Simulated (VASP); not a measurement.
Computed with r2SCAN meta-GGA, VASP's PBE PAW potentials (set 64) (plane waves; VASP 6.6.1).

Input for VASP

INCAR:
```
ALGO = Normal
EDIFF = 1E-7
ENCUT = 480
ISIF = 2
ISMEAR = 1
LASPH = .True.
LCHARG = .False.
LMAXMIX = 4
LMIXTAU = .True.
LREAL = .False.
LWAVE = .False.
METAGGA = R2SCAN
NELM = 100
PREC = Accurate
SIGMA = 0.1
SYSTEM = Rh
```

File POSCAR:
```
Rh
1
    0.0000000000     1.9000000000     1.9190000000
    1.9190000000     0.0000000000     1.9190000000
    1.9190000000     1.9000000000     0.0000000000
Rh
1
Direct
  0.0000000000   0.0000000000   0.0000000000
```

**KPOINTS**
```
Automatic mesh
0
Gamma
16 16 16
0 0 0
```

POTCAR, in this order: Rh_pv (PBE.64 set). Program: vasp_std.

The run wrote:

**OUTCAR**
```
 ion  position               nearest neighbor table
   1  0.000  0.000  0.000-
  LATTYP: Found a body centered tetragonal cell.
 ALAT       =     2.7138758262
 C/A-ratio  =     1.4002114479
 Subroutine PRICEL returns:
 Original cell was already a primitive cell.
 Subroutine GETGRP returns: Found 16 space group operations
The static configuration has the point symmetry D_4h.
The dynamic configuration has the point symmetry D_4h.
 Subroutine INISYM returns: Found 16 space group operations
 Subroutine IBZKPT returns following result:
 Found    349 irreducible k-points:

 Following reciprocal coordinates:
            Coordinates               Weight
  0.000000  0.000000  0.000000      1.000000
  0.062500  0.000000  0.000000      8.000000
  0.125000  0.000000  0.000000      8.000000
  0.187500  0.000000  0.000000      8.000000
  0.250000  0.000000  0.000000      8.000000
  0.312500  0.000000  0.000000      8.000000
  0.375000  0.000000  0.000000      8.000000
  0.437500  0.000000  0.000000      8.000000
  0.500000  0.000000  0.000000      4.000000
  0.062500  0.062500  0.000000      4.000000
  0.125000  0.062500  0.000000     16.000000
  0.187500  0.062500  0.000000     16.000000
  0.250000  0.062500  0.000000     16.000000
  0.312500  0.062500  0.000000     16.000000
  0.375000  0.062500  0.000000     16.000000
  0.437500  0.062500  0.000000     16.000000
  0.500000  0.062500  0.000000     16.000000
 -0.437500  0.062500  0.000000     16.000000
 -0.375000  0.062500  0.000000     16.000000
 -0.312500  0.062500 -0.000000     16.000000
 -0.250000  0.062500  0.000000     16.000000
 -0.187500  0.062500  0.000000     16.000000
 -0.125000  0.062500 -0.000000     16.000000
 -0.062500  0.062500  0.000000      8.000000
...
```

OSZICAR:
```
       N       E                     dE             d eps       ncg     rms          rms(c)
DAV:   1     0.922527824565E+02    0.92253E+02   -0.91708E+03  7698   0.141E+03
DAV:   2    -0.275906005710E+02   -0.11984E+03   -0.11500E+03  7881   0.386E+02
DAV:   3    -0.291042537243E+02   -0.15137E+01   -0.15032E+01  9030   0.495E+01
DAV:   4    -0.291143931672E+02   -0.10139E-01   -0.10137E-01  8620   0.409E+00
DAV:   5    -0.291146129674E+02   -0.21980E-03   -0.21979E-03  9543   0.502E-01    0.123E+01
DAV:   6    -0.238821384480E+02    0.52325E+01   -0.66391E+00  8101   0.389E+01    0.299E+00
DAV:   7    -0.241201278195E+02   -0.23799E+00   -0.51415E-01  7864   0.111E+01    0.212E+00
DAV:   8    -0.241275029369E+02   -0.73751E-02   -0.39575E-02  8365   0.268E+00    0.527E-01
DAV:   9    -0.241327445509E+02   -0.52416E-02   -0.18087E-02  8488   0.154E+00    0.174E-01
DAV:  10    -0.241330482397E+02   -0.30369E-03   -0.30361E-03  8590   0.611E-01    0.110E-01
DAV:  11    -0.241330346638E+02    0.13576E-04   -0.42992E-04  8779   0.298E-01    0.342E-02
DAV:  12    -0.241331248323E+02   -0.90169E-04   -0.76302E-05  8527   0.102E-01    0.322E-02
DAV:  13    -0.241330924775E+02    0.32355E-04   -0.52528E-05  8608   0.110E-01    0.486E-03
DAV:  14    -0.241331083454E+02   -0.15868E-04   -0.62555E-06  8734   0.223E-02    0.164E-03
DAV:  15    -0.241331043155E+02    0.40299E-05   -0.37483E-07  9267   0.680E-03    0.131E-03
DAV:  16    -0.241331067333E+02   -0.24178E-05   -0.74415E-08  6425   0.309E-03    0.556E-04
DAV:  17    -0.241331063188E+02    0.41451E-06   -0.37990E-08  5854   0.196E-03    0.181E-04
DAV:  18    -0.241331069396E+02   -0.62075E-06   -0.20857E-09  4571   0.528E-04    0.868E-05
DAV:  19    -0.241331065623E+02    0.37723E-06   -0.39561E-10  4385   0.239E-04    0.139E-05
DAV:  20    -0.241331066324E+02   -0.70058E-07   -0.62998E-11  4247   0.956E-05
   1 F= -.24133107E+02 E0= -.24132869E+02  d E =-.711587E-03
```

### OUTCAR
```
------------------------ aborting loop because EDIFF is reached ----------------------------------------
  FORCE on cell =-STRESS in cart. coord.  units (eV):
  Direction    XX          YY          ZZ          XY          YZ          ZX
  --------------------------------------------------------------------------------------
  Total       -0.4327638     -0.2340471     -0.4327638      0.0000000      0.0000000      0.0000000
  in kB      -49.5482111    -26.7966388    -49.5482111      0.0000000      0.0000000      0.0000000
  external PRESSURE =     -41.9643537 kB  Pullay stress =       0.0000000 kB
  volume of cell :       13.99
      direct lattice vectors                 reciprocal lattice vectors
     0.000000000  1.900000000  1.919000000    -0.260552371  0.263157895  0.260552371
     1.919000000  0.000000000  1.919000000     0.260552371 -0.263157895  0.260552371
     1.919000000  1.900000000  0.000000000     0.260552371  0.263157895 -0.260552371
 POSITION                                       TOTAL-FORCE (eV/Angst)
 -----------------------------------------------------------------------------------
      0.00000      0.00000      0.00000         0.000000      0.000000     -0.000000
 -----------------------------------------------------------------------------------
    total drift:                                0.000000      0.000000      0.000000
  FREE ENERGIE OF THE ION-ELECTRON SYSTEM (eV)
  ---------------------------------------------------
  free  energy   TOTEN  =       -24.1331066324 eV

  energy  without entropy=      -24.1323950457  energy(sigma->0) =      -24.13286944
```
(Selected blocks of OUTCAR.)

The compound is Rh in the fcc structure. This cell was strained or had an atom moved on purpose.
